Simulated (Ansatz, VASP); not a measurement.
# SrGa3: VASP beside Ansatz

```
CELL_PARAMETERS angstrom
4.67466 0.00000 0.00000
0.00000 4.67466 0.00000
0.00000 0.00000 4.67466
ATOMIC_POSITIONS crystal
Sr 0.00000 0.00000 0.00000
Ga 0.00000 0.50000 0.50000
Ga 0.50000 0.50000 0.00000
Ga 0.50000 0.00000 0.50000
```

Alike in both runs: task single point; functional PBE; k mesh 8 × 8 × 8; occupations gaussian, width 0.05 eV; no spin polarisation.

|  | VASP | Ansatz |
| --- | --- | --- |
| version | VASP 6.6.1 | Ansatz 0.2.0 |
| potentials or method | VASP PAW PBE potentials, release 64 (Sr_sv, Ga_d) | scalar-relativistic, plane waves, PAW |
| plane-wave cutoff (eV) | 520 | 420 |
| valence electrons in the cell | 49 | 49 |

```tsv
	VASP	Ansatz	Ansatz less VASP
gap on the k mesh at the Fermi level (eV)	none	none	-
pressure (GPa)	-2.9	-2.9	-0.07
```

A gap of «none» marks a metal or a gap that the smearing closes.
